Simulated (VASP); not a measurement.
Here is the system:

```
CELL_PARAMETERS angstrom
      0.00000     3.13224     3.13224
      3.13224     0.00000     3.13224
      3.13224     3.13224     0.00000
ATOMIC_POSITIONS crystal
  K  0.00000 0.00000 0.00000
  Cl 0.50000 0.50000 0.50000
```

Method: rev-vdW-DF2, VASP's PBE PAW potentials (set 64) (plane waves; VASP). Run with 520 eV cut-off, 8×8×8 Γ-centred mesh, tetrahedra with Blöchl corrections, potentials K_sv Cl.

### Question
Estimate the energy per atom (σ→0), band gap (on the k-mesh) with the smallest direct gap where there is one.

### Answer

The band gap (on the k-mesh) is 5.04 eV, the smallest direct gap (on the k-mesh) is 5.04 eV and the energy per atom (σ→0) is -1.729 eV/atom.

Total energies compare only between runs with the same potentials, cut-off and functional.

The compound is KCl in the rock salt structure. It was relaxed first.
